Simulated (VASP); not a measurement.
Level of theory: RPBE GGA, VASP's PBE PAW potentials (set 64) (plane waves; VASP).

Input for VASP

KPOINTS:
```
Automatic mesh
0
Gamma
10 10 8
0 0 0
```

File POSCAR:
```
HfB2
1
    1.5695010000    -2.7858320000     0.0000000000
    1.5695010000     2.7858320000     0.0000000000
    0.0000000000     0.0000000000     3.4233860000
Hf B
1 2
Direct
  0.0000000000   0.0000000000   0.0000000000
  0.3333330000   0.6666670000   0.5000000000
  0.6731810000   0.3398470000   0.5000000000
```

**INCAR**
```
SYSTEM  =  HfB2
ALGO  =  Normal
NELM  =  100   # most electronic steps
PREC  =  Accurate
LCHARG  =  F
LREAL  =  F   # projection in real space or not
ENCUT  =  520
GGA  =  RP   # RPBE
LASPH  =  T
ISMEAR  =  1   # Methfessel-Paxton
SIGMA  =  0.1   # width (eV)
EDIFF  =  1E-6   # SCF stop (eV)
LMAXMIX  =  6   # l cut-off of mixed one-centre charges
ISIF  =  2   # forces and stress, cell fixed
LWAVE  =  F
```

POTCAR, in this order: Hf_pv B (PBE.64 set). Program: vasp_std.

The resulting files:

**OSZICAR**
```
       N       E                     dE             d eps       ncg     rms          rms(c)
DAV:   1     0.292240496486E+02    0.29224E+02   -0.84105E+03  6240   0.126E+03
DAV:   2    -0.257214306618E+02   -0.54945E+02   -0.51721E+02  7684   0.239E+02
DAV:   3    -0.274176020574E+02   -0.16962E+01   -0.16678E+01  8196   0.322E+01
DAV:   4    -0.274313630683E+02   -0.13761E-01   -0.13742E-01  7548   0.311E+00
DAV:   5    -0.274315021365E+02   -0.13907E-03   -0.13905E-03  8188   0.255E-01    0.530E+01
DAV:   6    -0.253589434132E+02    0.20726E+01   -0.48118E+00  7544   0.143E+01    0.382E+01
DAV:   7    -0.253176777798E+02    0.41266E-01   -0.16921E+00  7872   0.901E+00    0.108E+01
DAV:   8    -0.252479172081E+02    0.69761E-01   -0.50029E-01  7352   0.491E+00    0.172E+00
DAV:   9    -0.252437346787E+02    0.41825E-02   -0.30787E-02  7388   0.138E+00    0.215E-01
DAV:  10    -0.252437311629E+02    0.35157E-05   -0.77933E-04  7668   0.239E-01    0.363E-01
DAV:  11    -0.252437335754E+02   -0.24125E-05   -0.86527E-05  7644   0.763E-02    0.162E-01
DAV:  12    -0.252437299775E+02    0.35979E-05   -0.74817E-06  7660   0.256E-02    0.194E-02
DAV:  13    -0.252437302444E+02   -0.26687E-06   -0.34187E-07  4544   0.602E-03
   1 F= -.25243730E+02 E0= -.25243721E+02  d E =-.272720E-04
```

File OUTCAR:
```
------------------------ aborting loop because EDIFF is reached ----------------------------------------
  FORCE on cell =-STRESS in cart. coord.  units (eV):
  Direction    XX          YY          ZZ          XY          YZ          ZX
  --------------------------------------------------------------------------------------
  Total        1.0488990     -1.3132012      1.8802915      0.0109935      0.0000000      0.0000000
  in kB       56.1360510    -70.2812484    100.6313709      0.5883630      0.0000000      0.0000000
  external PRESSURE =      28.8287245 kB  Pullay stress =       0.0000000 kB
  volume of cell :       29.94
      direct lattice vectors                 reciprocal lattice vectors
     1.569501000 -2.785832000  0.000000000     0.318572591 -0.179479595  0.000000000
     1.569501000  2.785832000  0.000000000     0.318572591  0.179479595  0.000000000
     0.000000000  0.000000000  3.423386000     0.000000000  0.000000000  0.292108456
 POSITION                                       TOTAL-FORCE (eV/Angst)
 -----------------------------------------------------------------------------------
      0.00000      0.00000      0.00000         0.150828      0.002015      0.000000
      1.56950      0.92861      1.71169         0.165098      0.045892      0.000000
      1.58995     -0.92861      1.71169        -0.315926     -0.047907      0.000000
 -----------------------------------------------------------------------------------
    total drift:                                0.000001      0.000001      0.000000
  FREE ENERGIE OF THE ION-ELECTRON SYSTEM (eV)
  ---------------------------------------------------
  free  energy   TOTEN  =       -25.2437302444 eV

  energy  without entropy=      -25.2437029724  energy(sigma->0) =      -25.24372115
```
(Selected blocks of OUTCAR.)

File OUTCAR:
```
 val. band max:        7.6333136011   @ k =   0.0000   0.0000   0.5000

 cond. band min:       7.6472277380   @ k =   0.5000   0.3000   0.0000


 Fermi energy:         7.6373036231

 k-point     1 :       0.0000    0.0000    0.0000
  band No.  band energies     occupation
      1     -22.8993      2.00000
      2     -22.5042      2.00000
      3     -22.4597      2.00000
      4      -6.0231      2.00000
      5       4.4836      2.00000
      6       4.7813      2.00000
      7       4.9006      2.00000
      8       5.1704      2.00000
      9      11.6413      0.00000
     10      11.7840      0.00000
     11      11.9477      0.00000
     12      12.4163      0.00000

 k-point     2 :       0.1000    0.0000    0.0000
  band No.  band energies     occupation
      1     -22.8879      2.00000
      2     -22.5438      2.00000
      3     -22.5075      2.00000
      4      -5.8089      2.00000
      5       4.0330      2.00000
      6       4.6515      2.00000
      7       4.9899      2.00000
      8       5.0810      2.00000
      9      11.0203      0.00000
     10      11.4754      0.00000
     11      11.5119      0.00000
     12      12.0410      0.00000

 k-point     3 :       0.0000    0.1000    0.0000
  band No.  band energies     occupation
      1     -22.8879      2.00000
      2     -22.5526      2.00000
      3     -22.4990      2.00000
      4      -5.8075      2.00000
      5       4.1725      2.00000
      6       4.5063      2.00000
      7       4.9775      2.00000
      8       5.0676      2.00000
      9      10.9485      0.00000
     10      11.5491      0.00000
     11      11.5958      0.00000
     12      12.0478      0.00000

 k-point     4 :       0.2000    0.0000    0.0000
  band No.  band energies     occupation
      1     -22.8579      2.00000
      2     -22.7203      2.00000
      3     -22.5554      2.00000
      4      -5.1985      2.00000
      5       2.7629      2.00000
      6       4.5669      2.00000
...
```

Unless said otherwise, spin-orbit coupling is left out, though it shifts the bands of the heavy elements here.

The compound is HfB2 in the AlB2 type structure. The cell was not relaxed at this level, atoms are displaced from their ideal sites. The run is one of a series of settings (GGA = RP against the base run), some of them coarse on purpose.
